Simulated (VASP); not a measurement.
Crystal: BAs.

```
B As
1.0
     0.00000    2.38850    2.38850
     2.38850    0.00000    2.38850
     2.38850    2.38850    0.00000
B As
1 1
Direct
  0.00000 0.00000 0.00000
  0.25000 0.25000 0.25000
```

| Quantity | Value |
| --- | --- |
| Program | VASP 6.6.1 |
| Task | relaxation of cell and atoms |
| Functional | PBE |
| Potentials or basis | VASP PAW PBE potentials, release 64 (B, As) |
| Cutoff | 520 eV |
| k mesh | 12 × 12 × 12 |
| Occupations | gaussian, width 0.02 eV |
| Spin | no spin polarisation |

At the start: pressure 3.1 GPa; volume 13.63 Å³/atom.

Q: How do energy, volume and symmetry change on relaxing?

A: Over 36 steps the energy falls by 3.3 meV/atom and the volume is 13.91 Å³/atom (+2.1 %); space group F-43m (No. 216, to 0.05 Å).

The path:
```
step  energy change (eV)  largest force (eV/Å)  pressure (GPa)  volume (Å³)
   1              0.0000                0.0000            3.07        27.25
   2             -0.0080                0.0000            0.86        28.30
   3              0.0013                0.0000           -2.18        28.73
   4             -0.0036                0.0000           -2.90        28.42
   5             -0.0046                0.0000           -2.07        28.32
   6             -0.0065                0.0000           -0.12        27.58
   7             -0.0043                0.0000            1.71        27.53
   8             -0.0046                0.0000            1.89        27.56
   9             -0.0068                0.0000            0.30        28.22
  10             -0.0044                0.0000           -1.42        28.35
  11             -0.0054                0.0000           -1.66        28.24
  12             -0.0066                0.0000           -0.10        27.64
  13             -0.0051                0.0000            1.39        27.60
  14             -0.0053                0.0000            1.54        27.63
  15             -0.0068                0.0000            0.23        28.17
  16             -0.0052                0.0000           -1.19        28.27
  17             -0.0058                0.0000           -1.37        28.19
  18             -0.0066                0.0000           -0.08        27.69
  19             -0.0056                0.0000            1.16        27.66
  20             -0.0058                0.0000            1.28        27.68
  21             -0.0068                0.0000            0.18        28.14
  22             -0.0056                0.0000           -1.00        28.22
  23             -0.0061                0.0000           -1.15        28.15
  24             -0.0066                0.0000           -0.06        27.73
  25             -0.0059                0.0000            0.97        27.70
  26             -0.0060                0.0000            1.07        27.72
  27             -0.0068                0.0000            0.16        28.10
  28             -0.0059                0.0000           -0.85        28.18
  29             -0.0063                0.0000           -0.98        28.12
  30             -0.0066                0.0000           -0.04        27.75
  31             -0.0062                0.0000            0.84        27.74
  32             -0.0068                0.0000            0.23        28.05
  33             -0.0060                0.0000           -0.70        28.16
  34             -0.0065                0.0000           -0.85        28.07
  35             -0.0065                0.0000           -0.64        28.05
  36             -0.0067                0.0000            0.01        27.81
```

Final structure:
```yaml
crystal:
  lattice:
    - [0.00000, 2.40475, 2.40475]
    - [2.40475, 0.00000, 2.40475]
    - [2.40475, 2.40475, 0.00000]
  atoms:
    - { symbol: B, position: [0.00000, 0.00000, 0.00000] }
    - { symbol: As, position: [0.25000, 0.25000, 0.25000] }
```
